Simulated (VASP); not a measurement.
AlN (zinc blende), at 0.96 of the tabulated volume:

```yaml
crystal:
  lattice:
    - [0.00000, 2.16040, 2.16040]
    - [2.16040, 0.00000, 2.16040]
    - [2.16040, 2.16040, 0.00000]
  atoms:
    - { symbol: Al, position: [0.00000, 0.00000, 0.00000] }
    - { symbol: N, position: [0.25000, 0.25000, 0.25000] }
```

The lowest empty band near X, direction across the valley's axis, from PBE with spin-orbit coupling in VASP (PAW); its two spin partners are averaged. The gap over the points computed is 3.33 eV, and the next band on that side lies 5.48 eV away at the edge.

Settings: 520 eV cut-off, 12×12×12 Γ-centred mesh, Gaussian smearing of 0.050 eV, potentials Al N.

```
distance from the edge in k (1/Å)  distance in energy (meV)
---------------------------------  ------------------------
0.018                                                   3.8
0.025                                                   7.4
0.035                                                  14.5
0.050                                                  29.5
0.070                                                  57.7
```

Q: Fit E(1 + αE) = ħ²k²/2m* (ħ²/2m0 = 3.810 eV Å²) and predict the row at 0.095 1/Å.

A: The rows don't resolve α, so a parabola serves: the electron mass is m* = 0.323 m0, and so 106.3 meV. The run gave 105.4 meV, -0.9 meV from the fit.

Left out are points under 3 meV from the edge, since the levels carry 0.1 meV, and points farther than half the way to the next band.

The compound is AlN in the zinc blende structure, a metastable form; wurtzite is the usual one. The cell was not relaxed at this level.
